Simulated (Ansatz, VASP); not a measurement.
**BaAs in two plane-wave programs**

Wanted: the spread between two codes on one cell, functional and k mesh. The cell is invented: other elements were put on sites of a known structure type. It may not be a known or stable phase. The cell is taken from a series of VASP runs on this material, whose earlier steps may have relaxed, scaled or displaced it; both programs get it as it stands.

Calculated with Ansatz 0.2.0; plane waves, with VASP 6.6.1 beside it; band structure at PBE, single point at PBE and band structure at r2SCAN.

## Step 1: The starting structure

Symmetry: Pm-3m, No. 221, cubic system. The conventional cell has a = 4.045 Å, b = 4.045 Å, c = 4.045 Å, α = 90.00°, β = 90.00°, γ = 90.00°. Nearest to Ba lie 8 As at 3.50 Å. Nearest to As lie 8 Ba at 3.50 Å. Farther neighbours are not listed.

As a file:

```cif
data_structure
_symmetry_space_group_name_H-M 'P 1'
_symmetry_Int_Tables_number 1
_cell_length_a 4.0446
_cell_length_b 4.0446
_cell_length_c 4.0446
_cell_angle_alpha 90.000
_cell_angle_beta 90.000
_cell_angle_gamma 90.000
_cell_volume 66.16
loop_
_atom_site_label
_atom_site_type_symbol
_atom_site_fract_x
_atom_site_fract_y
_atom_site_fract_z
_atom_site_occupancy
Ba1 Ba 0.00000 0.00000 0.00000 1
As2 As 0.50000 0.50000 0.50000 1
```

## Step 2: Ansatz: band structure, PBE

Ansatz runs on its default PAW (the set named soft_2) files.

A single point gives forces, pressure and levels at one fixed geometry, so differences don't come from the geometry; what else differs is listed under the comparison.

Contents of input.yaml:

```yaml
crystal:
  lattice:
    - [4.0445829706, 0.0, 0.0]
    - [0.0, 4.0445829706, 0.0]
    - [0.0, 0.0, 4.0445829706]
  atoms:
    - { symbol: Ba, position: [0.0, 0.0, 0.0] }
    - { symbol: As, position: [0.5, 0.5, 0.5] }
hamiltonian:
  xc: pbe
  pseudopotentials: { kind: paw }
kpoints:
  mp_grid: { grid: [5, 5, 5] }
  band_path:
    path:
      - [0.0, 0.0, 0.0]
      - [0.0, 0.1, 0.0]
      - [0.0, 0.2, 0.0]
      - [0.0, 0.3, 0.0]
      - [0.0, 0.43333, 0.0]
      - [0.0, 0.5, 0.0]
      - [0.1, 0.5, 0.0]
      - [0.2, 0.5, 0.0]
      - [0.33333, 0.5, 0.0]
      - [0.43333, 0.5, 0.0]
      - [0.5, 0.5, 0.0]
      - [0.36667, 0.36667, 0.0]
      - [0.26667, 0.26667, 0.0]
      - [0.16667, 0.16667, 0.0]
      - [0.06667, 0.06667, 0.0]
      - [0.03333, 0.03333, 0.03333]
      - [0.13333, 0.13333, 0.13333]
      - [0.23333, 0.23333, 0.23333]
      - [0.33333, 0.33333, 0.33333]
      - [0.46667, 0.46667, 0.46667]
      - [0.46667, 0.5, 0.46667]
      - [0.36667, 0.5, 0.36667]
      - [0.23333, 0.5, 0.23333]
      - [0.13333, 0.5, 0.13333]
      - [0.03333, 0.5, 0.03333]
      - [0.5, 0.5, 0.03333]
      - [0.5, 0.5, 0.16667]
      - [0.5, 0.5, 0.26667]
      - [0.5, 0.5, 0.36667]
      - [0.5, 0.5, 0.5]
    npoints: 1
scf:
  occupations: { method: fermi_dirac, width: 0.05 }
  n_extra_bands: 7
output:
  forces: true
  stress: true
  eigenvalues: true
  write_density: true
  write_potential: true
  elf: true
  volumetric_format: npy
```

Launch:

```bash
> ansatz run input.yaml --threads 2 --pin off --max-ram 4608MiB --backend cpu --events-out ev --progress --plain --runs-dir out
```

Numbers of over 12 decimals in the logs are rounded to 6 here.

What it wrote:

```text
scf.n_extra_bands = 7 over 13 filled bands (N_el = 25.0): the run solves 20 bands
Engine: ansatz 0.2.0, x86_64-unknown-linux-gnu
Pseudopotentials: kind: paw
Pseudopotential: Ba, paw, valence charge 10, recommended cutoff 420 eV (normal), Ba.paw.azcp
Pseudopotential: As, paw, valence charge 15, recommended cutoff 420 eV (normal), As.paw.azcp
Functional definition: PBE
  parameter kappa = 0.804
  parameter beta = 0.066725
  exchange = pbe_x(kappa = kappa, mu = beta*pi^2/3)
  correlation = pbe_c(beta = beta)
Crystal: 2 atoms, lattice volume = 66.164 Å³
Basis set: ecut = 420 eV, 1309 PW (Γ), exchange–correlation on 60×60×60 points (8 copies of the dense FFT grid, shifted against one another)
Bands: 20, of which v1, the nominal top of the filled ones, is band 13 counted from 1 (12 counted from 0)
Symmetry: 48 space group operations
Space group: Pm-3m (ITA 221), of the structure as read, at distance tolerance 4.0e-5 Å
k-points: 10 of 125
Non-local potential: Ba, projectors of the file, l = 0: 3, l = 1: 2, l = 2: 2, l = 3: 2
Non-local potential: As, projectors of the file, l = 0: 2, l = 1: 2, l = 2: 3, l = 3: 1
PAW form: soft (Blöchl's): semilocal exchange-correlation on the pseudo side does not see the compensation charge
PAW one-centre angular grid: Ba, 194 points (default); XC on 64 Gauss nodes
PAW one-centre angular grid: As, 590 points (default); XC on 64 Gauss nodes
Initial density: superposition of atomic densities (neutral atoms: chi_scale 0, normalization atom), corrected by the library's trained network
Initial wavefunctions: pseudopotential atomic-orbital guess
Functional: x = pbe(κ = 0.804, μ = 0.219515), c = pbe(β = 0.066725)
SCF iter   1: F=—  HF=-10807.368233 eV  |F-HF|=—  |Δ(HF+E_count)|=         —  Δρ=9.98e-4  dr2=7.19e-4  ethr=1.77e-3  ⟨swp⟩=9.5  Hψ=1333  notcnv=0  defer=1
preconditioner: auto → Resta (q_TF=auto, 2.320 Å⁻¹)  ε∞=2.7  [insulator: Δε(μ)=0.217 eV  Ē_g=12.531 eV  σ=0.050 eV  W_gap=0.79  n_scr=18 (ndim 8)  ℏωp=16.5 eV  f_vac=0.000  D(μ)=1.31/eV (n_scr^D=6)  ε∞_Penn≈2.7]
SCF iter   2: F=—  HF=-10807.368761 eV  |F-HF|=—  |Δ(HF+E_count)|=   5.28e-4  Δρ=6.64e-4  dr2=5.57e-4  ethr=2.87e-6  ⟨swp⟩=2.2  Hψ=398  notcnv=0  defer=10
SCF iter   3: F=—  HF=-10807.368980 eV  |F-HF|=—  |Δ(HF+E_count)|=   2.19e-4  Δρ=3.33e-4  dr2=1.06e-4  ethr=2.23e-6  ⟨swp⟩=2.1  Hψ=322  notcnv=0  defer=10
SCF iter   4: F=—  HF=-10807.368953 eV  |F-HF|=—  |Δ(HF+E_count)|=   2.67e-5  Δρ=1.96e-4  dr2=4.80e-5  ethr=4.25e-7  ⟨swp⟩=2.1  Hψ=274  notcnv=0  defer=10
SCF iter   5: F=—  HF=-10807.368934 eV  |F-HF|=—  |Δ(HF+E_count)|=   1.93e-5  Δρ=4.56e-5  dr2=1.63e-6  ethr=1.92e-7  ⟨swp⟩=1.9  Hψ=209  notcnv=0  defer=10
SCF iter   6: F=-10807.368934 eV  HF=-10807.368934 eV  |F-HF|=4.33e-9  |Δ(HF+E_count)|=   1.98e-7  Δρ=5.34e-6  dr2=1.48e-8  ethr=4.00e-10  ⟨swp⟩=11.4  Hψ=1577  notcnv=0
SCF 1 converged in 6 iterations: F = -10807.368934 eV  dr2 = 1.48e-8
  greatest PAW one-centre occupation: 0.999 electrons in one spin orbital (limit 2), on the As atom at site 1 (counted from 0), in its partial waves of l = 2
NSCF: frozen V_eff on 30 k-points
SCF converged after 6 iterations
Free energy (F): -10807.368934 eV
Harris-Foulkes:  -10807.368934 eV  (|F-HF|=4.33e-9)
Internal energy: -10807.356276 eV  (E = F + TS)
E sigma→0 (E₀):  -10807.362605 eV
Entropy (-TS):   -0.012658 eV (-6.329 meV/atom)
Fermi energy:    8.429689 eV
--- Per-component energies (eV) ---
  E_band       = -290.888316
  E_kinetic    = 270.847909
  E_local      = -2243.439894  (includes V_loc(G=0)·N_el)
  E_nonlocal   = -613.954948
  E_hartree    = 1156.901910
  E_xc         = -247.239445
  E_vxc        = -214.785715  (∫ρ·V_xc dr)
  E_paw        = -7060.727725  (= ΣΔE_a)
  E_vpaw       = 196.646446  (= ΣTr[D̂ρ^β])
  E_aug_tail   = 0.000006  (compensation charges beyond the density's cutoff)
  E_ewald      = -2069.744089
  E_smearing   = -0.012658  (= −TS)
  E_closure    = 0.000000  (closes the sum)
  Σ components = -10807.368934   (vs F -10807.368934, Δ=0.00e0)
--- Forces (eV/Å), atoms counted from 1 ---
  atom   1  Ba    -0.00000000     0.00000000     0.00000000
  atom   2  As     0.00000000    -0.00000000     0.00000000
  max |Σ_I F_I| component: 2.04e-30 eV/Å
--- Stress (GPa, compression-positive) ---
       -0.592123      -0.000000       0.000000
        0.000000      -0.592123      -0.000000
        0.000000      -0.000000      -0.592123
  P = ⅓ Tr σ = -0.5921 GPa (-5.921 kbar)
--- Band table (eV; the first three rows and the last of 10) ---
  k-point 0: bands = [... 9 lower, -1.4315, 8.9324, 8.9324, 8.9324, 9.4173, 9.4173, 11.5747, 13.9004, ... 3 higher]
  k-point 1: bands = [... 9 lower, -1.0796, 7.2375, 8.6947, 8.6947, 9.6590, 10.7384, 13.0302, 13.9733, ... 3 higher]
  k-point 2: bands = [... 9 lower, -0.5505, 5.7826, 8.3262, 8.3262, 10.1960, 13.1490, 13.5010, 14.3533, ... 3 higher]
  k-point 9: bands = [... 9 lower, -0.5000, 6.1955, 6.1955, 6.5833, 12.7687, 13.3262, 13.3262, 15.3845, ... 3 higher]
```

Elapsed: 1.4 s, on 2 threads of Intel Xeon 6975P-C (Granite Rapids), shared host; peak memory 0.35 GiB.

In the SCF lines HF is the Harris–Foulkes energy and dr2 the Hartree energy of the density residual, in eV; the loop may stop once dr2 is under the threshold and the program's other checks hold. Hψ counts applications of the Hamiltonian.

## Step 3: VASP: band structure, PBE

The same cell, functional, mesh and smearing now go to VASP, with its own data sets and cutoff.

Lines of VASP's logs that name or quote its potential files are left out, and so is its time.

Contents of INCAR:

```
SYSTEM = BaAs
PREC = Accurate
ENCUT = 400
EDIFF = 1E-06
NELM = 100
ISMEAR = -1
SIGMA = 0.05
LREAL = .FALSE.
ALGO = Normal
GGA = PE
LORBIT = 11
LWAVE = .FALSE.
LCHARG = .FALSE.
```

Contents of POSCAR:

```
BaAs
1.0
    4.0445829706      0.0000000000      0.0000000000
    0.0000000000      4.0445829706      0.0000000000
    0.0000000000      0.0000000000      4.0445829706
Ba As
1 1
Direct
    0.0000000000      0.0000000000      0.0000000000
    0.5000000000      0.5000000000      0.5000000000
```

Contents of KPOINTS:

```
Automatic mesh
0
Gamma
5 5 5
0 0 0
```

Contents of KPOINTS_OPT:

```
Line mode
16
Line-mode
Reciprocal
  0.00000000   0.00000000   0.00000000 GAMMA
  0.00000000   0.50000000   0.00000000 X

  0.00000000   0.50000000   0.00000000 X
  0.50000000   0.50000000   0.00000000 M

  0.50000000   0.50000000   0.00000000 M
  0.00000000   0.00000000   0.00000000 GAMMA

  0.00000000   0.00000000   0.00000000 GAMMA
  0.50000000   0.50000000   0.50000000 R

  0.50000000   0.50000000   0.50000000 R
  0.00000000   0.50000000   0.00000000 X

  0.50000000   0.50000000   0.00000000 M
  0.50000000   0.50000000   0.50000000 R
```

PAW data sets: Ba_sv and As (PBE family, release 64).

Launch:

```bash
> mpirun -np 1 vasp_std
```

What it wrote:

```text
[banner, memory and clock lines left out]
running    1 mpi-ranks, on    1 nodes
 distrk:  each k-point on    1 cores,    1 groups
 distr:  one band on    1 cores,    1 groups

 POSCAR found type information on POSCAR BaAs
 POSCAR found :  2 types and       2 ions
 LDA part: xc-table for (Slater+PW92), standard interpolation
 POSCAR, INCAR and KPOINTS ok, starting setup
 FFT: planning ... GRIDC
 FFT: planning ... GRID_SOFT
 FFT: planning ... GRID
 WAVECAR not read
 entering main loop
       N       E                     dE             d eps       ncg     rms          rms(c)
DAV:   1     0.682369016424E+02    0.68237E+02   -0.53586E+03   220   0.911E+02
DAV:   2    -0.418796287274E+01   -0.72425E+02   -0.69190E+02   261   0.175E+02
DAV:   3    -0.816057795862E+01   -0.39726E+01   -0.39399E+01   281   0.443E+01
DAV:   4    -0.827133671557E+01   -0.11076E+00   -0.11052E+00   296   0.713E+00
DAV:   5    -0.827368259262E+01   -0.23459E-02   -0.23458E-02   294   0.890E-01    0.330E+00
DAV:   6    -0.820963693226E+01    0.64046E-01   -0.13150E-01   276   0.204E+00    0.200E+00
DAV:   7    -0.820325878846E+01    0.63781E-02   -0.84289E-02   309   0.197E+00    0.401E-01
DAV:   8    -0.820452395899E+01   -0.12652E-02   -0.68045E-03   241   0.606E-01    0.756E-02
DAV:   9    -0.820481166567E+01   -0.28771E-03   -0.47016E-04   262   0.196E-01    0.361E-02
DAV:  10    -0.820484094039E+01   -0.29275E-04   -0.33528E-05   261   0.491E-02    0.167E-02
DAV:  11    -0.820484052432E+01    0.41607E-06   -0.92857E-06   310   0.181E-02
   1 F= -.82048405E+01 E0= -.81987958E+01  d E =-.120895E-01
 Start KPOINTS_OPT (optional k-point list driver)
k-point batch [1-10\96]
       N       E                     dE             ncg
DAV:   1    -0.338697902927E+03   -0.11001E+04      220
DAV:   2    -0.107390768083E+04   -0.73521E+03      267
DAV:   3    -0.111228573032E+04   -0.38378E+02      281
DAV:   4    -0.111302301487E+04   -0.73728E+00      294
DAV:   5    -0.111303876562E+04   -0.15751E-01      273
DAV:   6    -0.111303937815E+04   -0.61253E-03      329
DAV:   7    -0.111303938172E+04   -0.35721E-05      263
DAV:   8    -0.111303938175E+04   -0.21114E-07      176
[...]
k-point batch [91-96\96]
       N       E                     dE             ncg
DAV:   1     0.141340529658E+04   -0.32645E+04      132
DAV:   2     0.108492196633E+04   -0.32848E+03      181
DAV:   3     0.107410341677E+04   -0.10819E+02      184
DAV:   4     0.107392370801E+04   -0.17971E+00      185
DAV:   5     0.107392260392E+04   -0.11041E-02      184
DAV:   6     0.107392259605E+04   -0.78766E-05      197
DAV:   7     0.107392259602E+04   -0.29390E-07      117
```

OUTCAR, selected parts (step 3):

```text
ion  position               nearest neighbor table
   1  0.000  0.000  0.000-   2 3.50   2 3.50   2 3.50   2 3.50   2 3.50   2 3.50   2 3.50   2 3.50

  LATTYP: Found a simple cubic cell.
 ALAT       =     4.0445829706

 Subroutine GETGRP returns: Found 48 space group operations
 (whereof 48 operations were pure point group operations)

The static configuration has the point symmetry O_h .

 Found     10 irreducible k-points:

   k-points           NKPTS =     10   k-points in BZ     NKDIM =     10   number of bands    NBANDS=     11

   dimension x,y,z NGX =    28 NGY =   28 NGZ =   28
   dimension x,y,z NGXF=    56 NGYF=   56 NGZF=   56

   ENCUT  =  400.0 eV  29.40 Ry    5.42 a.u.   6.60  6.60  6.60*2*pi/ulx,y,z

   NELECT =      15.0000    total number of electrons

 k-points in reciprocal lattice and weights: Automatic mesh
   0.00000000  0.00000000  0.00000000       0.008
   0.20000000  0.00000000  0.00000000       0.048
   0.40000000  0.00000000  0.00000000       0.048
   0.20000000  0.20000000  0.00000000       0.096
   0.40000000  0.20000000  0.00000000       0.192
   0.40000000  0.40000000  0.00000000       0.096
   0.20000000  0.20000000  0.20000000       0.064
   0.40000000  0.20000000  0.20000000       0.192
   0.40000000  0.40000000  0.20000000       0.192
   0.40000000  0.40000000  0.40000000       0.064

 average (electrostatic) potential at core
       1 -37.0006       2 -50.9282

 E-fermi :   2.7521

 k-point     1 :       0.0000    0.0000    0.0000
  band No.  band energies     occupation
      1     -24.9057      2.00000
      2      -9.8673      2.00000
      3      -9.8673      2.00000
      4      -9.8673      2.00000
      5      -7.1231      2.00000
      6       3.2960      0.00004
      7       3.2960      0.00004
      8       3.2960      0.00004
      9       3.6953      0.00000
     10       3.6953      0.00000
    ...

 k-point     2 :       0.2000    0.0000    0.0000
  band No.  band energies     occupation
    ...
      2     -10.2024      2.00000
      3      -9.8404      2.00000
      4      -9.8404      2.00000
      5      -6.7720      2.00000
      6       1.5484      2.00000
      7       3.0332      0.00721
      8       3.0332      0.00721
      9       3.9419      0.00000
     10       5.0774      0.00000
     11       7.3451      0.00000

 k-point     3 :       0.4000    0.0000    0.0000
  band No.  band energies     occupation
    ...
      4      -9.7961      2.00000
      5      -6.2401      2.00000
      6       0.0776      2.00000
      7       2.6335      1.82940
      8       2.6335      1.82940
      9       4.4758      0.00000
     10       7.5529      0.00000
     11       8.6063      0.00000

  Total       -0.0178346     -0.0178346     -0.0178346     -0.0000000     -0.0000000     -0.0000000
  in kB       -0.4318706     -0.4318706     -0.4318706     -0.0000000     -0.0000000     -0.0000000
  external PRESSURE =      -0.4318706 kB  Pullay stress =       0.0000000 kB

  energy-cutoff  :      400.00
  volume of cell :       66.16
      direct lattice vectors                 reciprocal lattice vectors
     4.044582971  0.000000000  0.000000000     0.247244279  0.000000000  0.000000000
     0.000000000  4.044582971  0.000000000     0.000000000  0.247244279  0.000000000
     0.000000000  0.000000000  4.044582971     0.000000000  0.000000000  0.247244279

 POSITION                                       TOTAL-FORCE (eV/Angst)
 -----------------------------------------------------------------------------------
      0.00000      0.00000      0.00000         0.000000      0.000000      0.000000
      2.02229      2.02229      2.02229         0.000000      0.000000      0.000000
 -----------------------------------------------------------------------------------
    total drift:                                0.000000      0.000000      0.000000

  FREE ENERGIE OF THE ION-ELECTRON SYSTEM (eV)
  ---------------------------------------------------
  free  energy   TOTEN  =        -8.2048405243 eV

  energy  without entropy=       -8.1927510126  energy(sigma->0) =       -8.19879577

 total charge
# of ion       s       p       d       tot
------------------------------------------
    1        2.020   5.597   0.299   7.917
    2        1.251   1.441   0.006   2.698
--------------------------------------------------
tot          3.272   7.038   0.305  10.615

[... 3 further parts left out ...]
```

Harder data sets than Ba_sv exist (the GW ones), and pressures, volumes and forces can shift noticeably with them.

## Step 4: Comparison

Known differences besides the potentials themselves: the data sets hold 25 valence electrons in Ansatz (default PAW (the set named soft_2) files) and 15 in VASP; the cutoff is 420 eV in Ansatz and 400 eV in VASP; VASP leaves aspherical gradient terms in its spheres out (LASPH is not set), Ansatz keeps them. Total energies have different zeros and are not compared.

Compared:

```tsv
quantity	Ansatz	VASP	difference
pressure (GPa)	-0.59	-0.04	-0.55
```

Levels from 3 eV below to 2 eV above the Fermi level differ by 27 meV r.m.s. and 86 meV at most; each VASP level is matched to the nearest of Ansatz, which flatters the figure a little.

## Step 5: Ansatz: single point, PBE

With cell and atoms fixed, the geometry can't cause a difference; cores, projectors, grids and the points listed under the comparison can.

The cell is taken from a series of VASP runs on this material, whose earlier steps may have relaxed, scaled or displaced it; both programs get it as it stands.

input.yaml, the sections that differ from step 2:

```yaml
kpoints:
  mp_grid: { grid: [7, 7, 7] }
scf:
  occupations: { method: tetrahedron }
output:
  forces: true
  stress: true
  write_density: true
  write_potential: true
  elf: true
  volumetric_format: npy
# crystal, hamiltonian: as in step 2
```

Launch:

```bash
> ansatz run input.yaml --threads 2 --pin off --max-ram 4608MiB --backend cpu --events-out ev --progress --plain --runs-dir out
```

What it wrote:

```text
Warning: output.forces, output.stress, relax.cell or npt_langevin: where a Kohn–Sham band that disperses or a degenerate level is filled in part under the method tetrahedron, the forces or the stress that this run publishes need not agree with its energy (scf.occupations.method in the input reference, under Limitations); prefer a smearing scheme for the forces or the stress
[...]
--- Band table (eV; the first three rows and the last of 20) ---
  k-point 0: bands = [... 9 lower, -1.4374, 8.9272, 8.9272, 8.9272, 9.4198, 9.4198, 11.5744, 13.9035]
  k-point 1: bands = [... 9 lower, -1.2401, 7.7953, 8.7971, 8.7971, 9.5460, 10.2374, 12.4590, 13.9198]
  k-point 2: bands = [... 9 lower, -0.8325, 6.4813, 8.5124, 8.5124, 9.8858, 11.6798, 13.8313, 14.1589]
  k-point 19: bands = [... 9 lower, -0.4569, 6.0753, 6.0753, 6.2940, 13.3405, 13.7082, 13.7082, 15.5603]
[key lines of the parts left out:]
SCF converged after 7 iterations
Free energy (F): -10807.301383 eV
Fermi energy:    8.390802 eV
P = ⅓ Tr σ = -0.6955 GPa (-6.955 kbar)
```

Elapsed: 1.1 s, on 2 threads; peak memory 0.37 GiB.

The run ends at a pressure of -0.70 GPa.

(Continued in part 2 of 2.)

[Lines on the potential files, build, host, timing and source positions are cut from VASP's logs without a mark.]

[Logs are printed without paths, hosts, clocks, repeated set-up lines and the standing remarks that a program may print on its own settings, such as how far it seeks lower states.]

[Hosts, paths, dates, database ids (printed as entryN), source tags and the programs' standing remarks are cut or masked in the printed files.]
